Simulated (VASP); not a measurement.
# A VASP study of BaY (PW91): structure first, properties next, part 6 of 8

What structure does BaY take at this level, and what are its properties? The cell is invented: other elements were put on sites of a known structure type. It may not be a known or stable phase.

VASP 6.6.1, plane waves and PAW; the level of theory is named at each step.

Still holding for the runs below: The k-mesh is coarse for a metal.

So far. Step 7 (Density of states (PW91)): The finer mesh and the other smearing move the Fermi level by +0.01 eV from the 5×5×5 run, a small shift, which tests the Fermi level alone. Of the states within 0.3 eV of the Fermi level, the largest shares in the PAW spheres are Y d 29 %, Ba d 11 % and Y p 7 %. The rest lies in smaller channels or between the spheres. Step 8 (Band structure (PW91 + SOC)): There is no gap at this level.

The structure was built from a prototype and need not be the compound's stable phase.

### 9. Zone-centre phonons (PW91)

This step: PW91; plane waves and PAW (Ba_sv, Y_sv); invented cell (VASP 6.6.1).

Zone-centre modes test whether the atoms sit at a minimum within this cell. IBRION = 8 takes the force constants from linear response, which needs tightly converged orbitals.

File INCAR:

```
SYSTEM = BaY
PREC = Accurate
ENCUT = 400
EDIFF = 1E-08
NELM = 100
ISMEAR = 1
SIGMA = 0.2
LREAL = .FALSE.
ALGO = Normal
GGA = 91
NBANDS = 27
LORBIT = 11
LWAVE = .FALSE.
LCHARG = .FALSE.
KPAR = 2
IBRION = 8
ISIF = 2
```

File POSCAR:

```
BaY
1.0
    5.4572138773      0.0000000000      0.0000000000
    0.0000000000      5.4572138773      0.0000000000
    0.0000000000      0.0000000000      5.7319970692
Ba Y
2 2
Direct
    0.5000000000      0.0000000000      0.4995906171
    0.0000000000      0.5000000000      0.5004093829
    0.0000000000      0.0000000000      0.0000000000
    0.5000000000      0.5000000000      0.0000000000
```

File KPOINTS:

```
Automatic mesh
0
Gamma
7 7 7
0 0 0
```

The projector-augmented-wave data sets are Ba_sv and Y_sv (PBE family, release 64).

Started as:

```
$ mpirun -np 2 vasp_std
```

What it wrote:

```text
[... set-up lines as in an earlier step ...]
 entering main loop
       N       E                     dE             d eps       ncg     rms          rms(c)
DAV:   1     0.246388159695E+03    0.24639E+03   -0.17085E+04  2184   0.114E+03
DAV:   2     0.414449127145E+00   -0.24597E+03   -0.24243E+03  3078   0.273E+02
DAV:   3    -0.164080746041E+02   -0.16823E+02   -0.16367E+02  3220   0.563E+01
DAV:   4    -0.173364732300E+02   -0.92840E+00   -0.92282E+00  3384   0.108E+01
DAV:   5    -0.173543247188E+02   -0.17851E-01   -0.17772E-01  2945   0.146E+00    0.208E+01
DAV:   6    -0.154379270758E+02    0.19164E+01   -0.84764E+00  2674   0.659E+00    0.154E+01
DAV:   7    -0.154293303491E+02    0.85967E-02   -0.11935E+00  3074   0.314E+00    0.766E+00
DAV:   8    -0.154439219579E+02   -0.14592E-01   -0.15534E-01  2908   0.169E+00    0.105E+00
DAV:   9    -0.154432664966E+02    0.65546E-03   -0.24077E-02  2914   0.485E-01    0.345E-01
DAV:  10    -0.154423597977E+02    0.90670E-03   -0.42495E-03  2705   0.262E-01    0.154E-01
DAV:  11    -0.154423709125E+02   -0.11115E-04   -0.71305E-04  2746   0.132E-01    0.643E-02
DAV:  12    -0.154423706391E+02    0.27347E-06   -0.74477E-05  3214   0.315E-02    0.226E-02
DAV:  13    -0.154423707625E+02   -0.12348E-06   -0.93978E-06  2821   0.131E-02    0.104E-02
DAV:  14    -0.154423700904E+02    0.67214E-06   -0.14659E-06  2648   0.705E-03    0.918E-04
DAV:  15    -0.154423698772E+02    0.21317E-06   -0.25440E-07  3268   0.182E-03    0.150E-03
DAV:  16    -0.154423699786E+02   -0.10140E-06   -0.42001E-08  2301   0.991E-04    0.347E-04
DAV:  17    -0.154423699976E+02   -0.18973E-07   -0.29091E-09  1557   0.329E-04    0.125E-04
DAV:  18    -0.154423699984E+02   -0.80945E-09   -0.89322E-10  1497   0.139E-04
   1 F= -.15442370E+02 E0= -.15442224E+02  d E =-.438197E-03
 Linear response reoptimize wavefunctions to high precision
DAV:   1    -0.154423699995E+02   -0.10964E-08   -0.46046E-10  1517   0.878E-05
DAV:   2    -0.154423699995E+02    0.13642E-11   -0.21703E-10  1409   0.531E-05
 Linear response DOF=           4
 Linear response progress:
  Degree of freedom:   1/  4
       N       E                     dE             d eps       ncg     rms          rms(c)
RMM:   1    -0.203753621588E+00   -0.20375E+00    0.33104E-01  8849   0.208E+00
RMM:   2    -0.211930788584E+00   -0.81772E-02   -0.40449E-02 10980   0.487E-01    0.111E-01
RMM:   3    -0.212369724987E+00   -0.43894E-03   -0.48135E-03 11684   0.169E-01    0.510E-02
RMM:   4    -0.212499647123E+00   -0.12992E-03   -0.71040E-04 12044   0.619E-02    0.246E-02
RMM:   5    -0.212642792794E+00   -0.14315E-03   -0.15443E-04 11878   0.291E-02    0.950E-03
RMM:   6    -0.212724455507E+00   -0.81663E-04   -0.52720E-05 12391   0.135E-02    0.210E-03
RMM:   7    -0.212755080157E+00   -0.30625E-04   -0.13711E-05 12475   0.651E-03    0.142E-03
RMM:   8    -0.212765052458E+00   -0.99723E-05   -0.44434E-06 12751   0.345E-03    0.342E-04
RMM:   9    -0.212767947245E+00   -0.28948E-05   -0.13832E-06 12906   0.183E-03    0.135E-04
RMM:  10    -0.212767594399E+00    0.35285E-06   -0.63554E-07 13281   0.999E-04    0.103E-04
RMM:  11    -0.212768281966E+00   -0.68757E-06   -0.84817E-08 12965   0.589E-04    0.632E-05
RMM:  12    -0.212768839205E+00   -0.55724E-06   -0.16991E-07 12808   0.396E-04    0.223E-05
RMM:  13    -0.212768727519E+00    0.11169E-06    0.30361E-08 13213   0.252E-04    0.285E-05
RMM:  14    -0.212768782328E+00   -0.54809E-07   -0.11981E-08 13206   0.181E-04    0.311E-05
RMM:  15    -0.212768621003E+00    0.16133E-06    0.27841E-09 12347   0.143E-04    0.596E-05
RMM:  16    -0.212768858384E+00   -0.23738E-06   -0.33809E-08 11820   0.128E-04    0.207E-05
RMM:  17    -0.212768893478E+00   -0.35094E-07    0.17890E-08 12793   0.102E-04    0.189E-05
RMM:  18    -0.212768890507E+00    0.29717E-08    0.51640E-09 11961   0.896E-05    0.210E-05
 first order change of Fermi-energy   0.69563E-04
 force on displaced ion       1 direction 1 :  -2.468   0.000   0.000
 Linear response progress:
  Degree of freedom:   2/  4
       N       E                     dE             d eps       ncg     rms          rms(c)
RMM:   1    -0.204781157699E+00   -0.20478E+00    0.33518E-01  3401   0.207E+00
RMM:   2    -0.213025176533E+00   -0.82440E-02   -0.40717E-02  4183   0.455E-01    0.115E-01
RMM:   3    -0.213285696692E+00   -0.26052E-03   -0.45826E-03  4187   0.163E-01    0.522E-02
RMM:   4    -0.213326065811E+00   -0.40369E-04   -0.73170E-04  4573   0.657E-02    0.215E-02
RMM:   5    -0.213418690358E+00   -0.92625E-04   -0.16829E-04  4615   0.290E-02    0.107E-02
RMM:   6    -0.213482646258E+00   -0.63956E-04   -0.53839E-05  4679   0.130E-02    0.282E-03
RMM:   7    -0.213520003519E+00   -0.37357E-04   -0.12813E-05  4705   0.636E-03    0.201E-03
RMM:   8    -0.213536208940E+00   -0.16205E-04   -0.66003E-06  4658   0.369E-03    0.286E-04
RMM:   9    -0.213536253267E+00   -0.44326E-07   -0.16577E-06  4944   0.177E-03    0.244E-04
RMM:  10    -0.213536338129E+00   -0.84863E-07   -0.12617E-06  5109   0.945E-04    0.111E-04
RMM:  11    -0.213537069006E+00   -0.73088E-06   -0.43007E-07  5111   0.536E-04    0.102E-04
RMM:  12    -0.213538139433E+00   -0.10704E-05   -0.45655E-07  4812   0.384E-04    0.421E-05
RMM:  13    -0.213538034429E+00    0.10500E-06   -0.14974E-07  4953   0.240E-04    0.111E-05
RMM:  14    -0.213538144936E+00   -0.11051E-06   -0.19652E-07  4974   0.174E-04    0.159E-05
RMM:  15    -0.213538102927E+00    0.42008E-07   -0.15038E-07  5034   0.133E-04    0.465E-06
RMM:  16    -0.213538139965E+00   -0.37037E-07   -0.13684E-07  4832   0.111E-04    0.626E-06
RMM:  17    -0.213538191013E+00   -0.51049E-07   -0.75239E-08  4744   0.984E-05    0.326E-06
RMM:  18    -0.213538162505E+00    0.28509E-07   -0.11503E-07  4628   0.904E-05    0.201E-06
RMM:  19    -0.213538166521E+00   -0.40166E-08   -0.74695E-08  4521   0.849E-05    0.980E-07
 first order change of Fermi-energy   0.12878E-02
 force on displaced ion       1 direction 3 :   0.000   0.000  -2.132
 Linear response progress:
  Degree of freedom:   3/  4
       N       E                     dE             d eps       ncg     rms          rms(c)
RMM:   1    -0.287134791927E+00   -0.28713E+00    0.44480E+00  6842   0.828E+00
RMM:   2    -0.280807092302E+00    0.63277E-02   -0.20167E-01  9562   0.150E+00    0.163E-01
RMM:   3    -0.283044025320E+00   -0.22369E-02   -0.15589E-02 10776   0.391E-01    0.897E-02
RMM:   4    -0.283554296145E+00   -0.51027E-03   -0.32825E-03 11619   0.158E-01    0.439E-02
RMM:   5    -0.283688044962E+00   -0.13375E-03   -0.55117E-04 12205   0.714E-02    0.863E-03
RMM:   6    -0.283625098714E+00    0.62946E-04   -0.15069E-04 12979   0.285E-02    0.755E-03
RMM:   7    -0.283574810343E+00    0.50288E-04   -0.70364E-05 12730   0.156E-02    0.257E-03
RMM:   8    -0.283529484414E+00    0.45326E-04   -0.31931E-05 13240   0.920E-03    0.713E-04
RMM:   9    -0.283527329498E+00    0.21549E-05   -0.29067E-05 13808   0.588E-03    0.687E-04
RMM:  10    -0.283524710167E+00    0.26193E-05   -0.40676E-05 13372   0.420E-03    0.537E-04
RMM:  11    -0.283528999636E+00   -0.42895E-05   -0.48968E-05 12204   0.334E-03    0.299E-04
RMM:  12    -0.283531831201E+00   -0.28316E-05   -0.38189E-05 13437   0.258E-03    0.330E-04
RMM:  13    -0.283532137551E+00   -0.30635E-06   -0.34276E-05 13475   0.207E-03    0.565E-04
RMM:  14    -0.283532655065E+00   -0.51751E-06   -0.28027E-05 12000   0.175E-03    0.437E-04
RMM:  15    -0.283532919067E+00   -0.26400E-06   -0.23412E-05 13270   0.145E-03    0.585E-04
RMM:  16    -0.283533148677E+00   -0.22961E-06   -0.19415E-05 13092   0.123E-03    0.693E-04
RMM:  17    -0.283533273578E+00   -0.12490E-06   -0.16283E-05 13369   0.107E-03    0.777E-04
RMM:  18    -0.283533639875E+00   -0.36630E-06   -0.13269E-05 11675   0.949E-04    0.753E-04
RMM:  19    -0.283533788653E+00   -0.14878E-06   -0.11367E-05 12667   0.827E-04    0.778E-04
 first order change of Fermi-energy  -0.69953E-04
 force on displaced ion       3 direction 1 :  -2.090   0.000   0.000
 Linear response progress:
  Degree of freedom:   4/  4
       N       E                     dE             d eps       ncg     rms          rms(c)
RMM:   1    -0.284044590740E+00   -0.28404E+00    0.47058E+00  4270   0.823E+00
RMM:   2    -0.281763856393E+00    0.22807E-02   -0.15353E-01  5907   0.128E+00    0.155E-01
RMM:   3    -0.284037876324E+00   -0.22740E-02   -0.11834E-02  6644   0.316E-01    0.821E-02
RMM:   4    -0.284548757521E+00   -0.51088E-03   -0.24311E-03  7089   0.135E-01    0.378E-02
RMM:   5    -0.284603798351E+00   -0.55041E-04   -0.41853E-04  7498   0.602E-02    0.124E-02
RMM:   6    -0.284511181591E+00    0.92617E-04   -0.13082E-04  7817   0.236E-02    0.544E-03
RMM:   7    -0.284441258247E+00    0.69923E-04   -0.49808E-05  7738   0.124E-02    0.212E-03
RMM:   8    -0.284401646365E+00    0.39612E-04   -0.20723E-05  8007   0.739E-03    0.622E-04
RMM:   9    -0.284401421831E+00    0.22453E-06   -0.24122E-05  8250   0.472E-03    0.522E-04
RMM:  10    -0.284399551752E+00    0.18701E-05   -0.15174E-05  8164   0.343E-03    0.350E-04
RMM:  11    -0.284402223582E+00   -0.26718E-05   -0.19499E-05  8060   0.262E-03    0.339E-04
RMM:  12    -0.284403448552E+00   -0.12250E-05   -0.86957E-06  8104   0.203E-03    0.197E-04
RMM:  13    -0.284404322628E+00   -0.87408E-06   -0.10966E-05  8181   0.165E-03    0.530E-05
RMM:  14    -0.284404616536E+00   -0.29391E-06   -0.78178E-06  7903   0.134E-03    0.189E-04
RMM:  15    -0.284404544055E+00    0.72480E-07   -0.83721E-06  7791   0.114E-03    0.439E-04
RMM:  16    -0.284404885549E+00   -0.34149E-06   -0.63319E-06  7598   0.957E-04    0.362E-04
RMM:  17    -0.284404996884E+00   -0.11133E-06   -0.63140E-06  8101   0.801E-04    0.431E-04
RMM:  18    -0.284405100900E+00   -0.10402E-06   -0.50761E-06  8241   0.685E-04    0.492E-04
RMM:  19    -0.284405371093E+00   -0.27019E-06   -0.45804E-06  7360   0.630E-04    0.404E-04
RMM:  20    -0.284405483857E+00   -0.11276E-06   -0.35079E-06  7804   0.531E-04    0.427E-04
 first order change of Fermi-energy  -0.24596E-03
 force on displaced ion       3 direction 3 :   0.000   0.000  -3.080
 Linear response finished
```

Run time: 26 min. Hardware: 2 MPI ranks of AMD EPYC 7R43, shared host; peak memory 1.4 GiB.

OUTCAR, selected parts (step 9):

```text
   k-points           NKPTS =     40   k-points in BZ     NKDIM =     40   number of bands    NBANDS=     27

   NELECT =      42.0000    total number of electrons

  Total        0.0199173      0.0199173      0.0152652      0.0000000      0.0000000     -0.0000000
  in kB        0.1869358      0.1869358      0.1432734      0.0000000      0.0000000     -0.0000000
  external PRESSURE =       0.1723817 kB  Pullay stress =       0.0000000 kB

 POSITION                                       TOTAL-FORCE (eV/Angst)
 -----------------------------------------------------------------------------------
      2.72861      0.00000      2.86365         0.000000      0.000000      0.003830
      0.00000      2.72861      2.86835         0.000000      0.000000     -0.003830
      0.00000      0.00000      0.00000         0.000000      0.000000      0.000000
      2.72861      2.72861      0.00000         0.000000     -0.000000      0.000000
 -----------------------------------------------------------------------------------
    total drift:                                0.000000      0.000000      0.000000

 Eigenvectors and eigenvalues of the dynamical matrix
 ----------------------------------------------------

   1 f  =    3.339250 THz    20.981125 2PiTHz  111.385381 cm-1    13.810021 meV
             X         Y         Z           dx          dy          dz
      2.728607  0.000000  2.863652     0.000000    0.000000   -0.443238
      0.000000  2.728607  2.868345    -0.000000   -0.000000   -0.443238
      0.000000  0.000000  0.000000    -0.000000    0.000000    0.550945
      2.728607  2.728607  0.000000     0.000000   -0.000000    0.550945

   2 f  =    3.188151 THz    20.031746 2PiTHz  106.345286 cm-1    13.185129 meV
             X         Y         Z           dx          dy          dz
      2.728607  0.000000  2.863652     0.000000    0.000000   -0.000000
      0.000000  2.728607  2.868345    -0.000000   -0.000000   -0.000000
      0.000000  0.000000  0.000000    -0.000000    0.000000    0.707107
      2.728607  2.728607  0.000000     0.000000   -0.000000   -0.707107

   3 f  =    2.989001 THz    18.780448 2PiTHz   99.702346 cm-1    12.361510 meV
             X         Y         Z           dx          dy          dz
      2.728607  0.000000  2.863652    -0.083391   -0.356193    0.000000
      0.000000  2.728607  2.868345     0.083391    0.356193   -0.000000
      0.000000  0.000000  0.000000     0.137939   -0.589191    0.000000
      2.728607  2.728607  0.000000    -0.137939    0.589191   -0.000000

   4 f  =    2.989001 THz    18.780448 2PiTHz   99.702346 cm-1    12.361510 meV
             X         Y         Z           dx          dy          dz
      2.728607  0.000000  2.863652    -0.356193    0.083391   -0.000000
      0.000000  2.728607  2.868345     0.356193   -0.083391   -0.000000
      0.000000  0.000000  0.000000     0.589191    0.137939    0.000000
      2.728607  2.728607  0.000000    -0.589191   -0.137939   -0.000000

   5 f  =    2.382569 THz    14.970121 2PiTHz   79.473938 cm-1     9.853508 meV
             X         Y         Z           dx          dy          dz
      2.728607  0.000000  2.863652     0.368463   -0.248597   -0.000000
      0.000000  2.728607  2.868345     0.368463   -0.248597    0.000000
      0.000000  0.000000  0.000000    -0.455884    0.307579    0.000000
      2.728607  2.728607  0.000000    -0.455884    0.307579   -0.000000

   6 f  =    2.382569 THz    14.970121 2PiTHz   79.473938 cm-1     9.853508 meV
             X         Y         Z           dx          dy          dz
      2.728607  0.000000  2.863652     0.248597    0.368463   -0.000000
      0.000000  2.728607  2.868345     0.248597    0.368463    0.000000
      0.000000  0.000000  0.000000    -0.307579   -0.455884    0.000000
      2.728607  2.728607  0.000000    -0.307579   -0.455884    0.000000

   7 f  =    2.380545 THz    14.957403 2PiTHz   79.406424 cm-1     9.845137 meV
             X         Y         Z           dx          dy          dz
      2.728607  0.000000  2.863652     0.009925   -0.605041   -0.000000
      0.000000  2.728607  2.868345    -0.009925    0.605041    0.000000
      0.000000  0.000000  0.000000     0.006000    0.365775   -0.000000
      2.728607  2.728607  0.000000    -0.006000   -0.365775    0.000000

   8 f  =    2.380545 THz    14.957403 2PiTHz   79.406424 cm-1     9.845137 meV
             X         Y         Z           dx          dy          dz
      2.728607  0.000000  2.863652    -0.605041   -0.009925   -0.000000
      0.000000  2.728607  2.868345     0.605041    0.009925    0.000000
      0.000000  0.000000  0.000000    -0.365775    0.006000   -0.000000
      2.728607  2.728607  0.000000     0.365775   -0.006000    0.000000

   9 f  =    1.790546 THz    11.250333 2PiTHz   59.726192 cm-1     7.405101 meV
             X         Y         Z           dx          dy          dz
      2.728607  0.000000  2.863652    -0.000000    0.000000   -0.707107
      0.000000  2.728607  2.868345    -0.000000   -0.000000    0.707107
      0.000000  0.000000  0.000000     0.000000   -0.000000   -0.000000
      2.728607  2.728607  0.000000    -0.000000    0.000000   -0.000000

  10 f/i=    0.000220 THz     0.001381 2PiTHz    0.007329 cm-1     0.000909 meV
             X         Y         Z           dx          dy          dz
      2.728607  0.000000  2.863652    -0.000000    0.000000   -0.550945
      0.000000  2.728607  2.868345    -0.000000    0.000000   -0.550945
      0.000000  0.000000  0.000000    -0.000000    0.000000   -0.443238
      2.728607  2.728607  0.000000    -0.000000    0.000000   -0.443238

  11 f/i=    0.005232 THz     0.032871 2PiTHz    0.174508 cm-1     0.021636 meV
             X         Y         Z           dx          dy          dz
      2.728607  0.000000  2.863652     0.075612    0.544718    0.000000
      0.000000  2.728607  2.868345     0.075612    0.544718    0.000000
      0.000000  0.000000  0.000000     0.061113    0.440262    0.000000
      2.728607  2.728607  0.000000     0.061113    0.440262    0.000000

  12 f/i=    0.005232 THz     0.032871 2PiTHz    0.174508 cm-1     0.021636 meV
             X         Y         Z           dx          dy          dz
      2.728607  0.000000  2.863652    -0.544718    0.075612    0.000000
      0.000000  2.728607  2.868345    -0.544718    0.075612    0.000000
      0.000000  0.000000  0.000000    -0.440262    0.061113    0.000000
      2.728607  2.728607  0.000000    -0.440262    0.061113    0.000000

 ELASTIC MODULI CONTR FROM IONIC RELAXATION (kBar)
 Direction    XX          YY          ZZ          XY          YZ          ZX
 --------------------------------------------------------------------------------
 XX          -0.0041      0.0037     -0.0006      0.0000      0.0000      0.0000
 YY           0.0037     -0.0041     -0.0006      0.0000     -0.0000      0.0000
 ZZ          -0.0006     -0.0006     -0.0015      0.0000     -0.0000      0.0000
 XY           0.0000      0.0000      0.0000      0.0000      0.0000      0.0000
 YZ           0.0000     -0.0000     -0.0000      0.0000     -0.0313     -0.0000
 ZX           0.0000      0.0000      0.0000      0.0000     -0.0000     -0.0321
 --------------------------------------------------------------------------------

[... 8 parts as in an earlier step ...]

[... 2 further parts left out ...]
```

Energies printed during the response cycles are not total energies of the cell.

Numbers from this step:

```
bands                     : 27
irreducible k-points      : 40
pressure of the cell      : 0.01724 GPa
largest force of the cell : 0.003830 eV/Å
Fermi energy              : 2.505 eV
```

The modes at Γ (shares of kinetic energy by element, %):

```csv
mode,frequency (cm⁻¹),Ba %,Y %
1,-0.2,60,40
2,-0.2,60,40
3,0.0,61,39
4,59.7,100,0
5,79.4,73,27
6,79.4,73,27
7,79.5,40,60
8,79.5,40,60
9,99.7,27,73
10,99.7,27,73
11,106.3,0,100
12,111.4,39,61
```

Displacements in mode 4 (59.7 cm⁻¹), the largest set to 1:
```
Ba1  0.00  0.00 -1.00
Ba2  0.00  0.00  1.00
Y3   0.00  0.00  0.00
Y4   0.00  0.00  0.00
```

Displacements in mode 6 (79.4 cm⁻¹), the largest set to 1:
```
Ba1  0.02 -1.00  0.00
Ba2 -0.02  1.00  0.00
Y3   0.01  0.75  0.00
Y4  -0.01 -0.75  0.00
```

The three acoustic modes lie within 0.2 cm⁻¹ of zero, and all others are real.

(Continued in part 7 of 8.)

[Lines on the potential files, build, host, timing and source positions are cut from VASP's logs without a mark.]

[Logs are printed without paths, hosts, clocks, repeated set-up lines and the standing remarks that a program may print on its own settings, such as how far it seeks lower states.]

[Hosts, paths, dates, database ids (printed as entryN), source tags and the programs' standing remarks are cut or masked in the printed files.]

[A measured line is paired with the nearest computed mode of its activity, which favours agreement.]

[In band tables of VASP the shares of atoms and orbitals are scaled to a sum of 1 inside the atoms' spheres.]
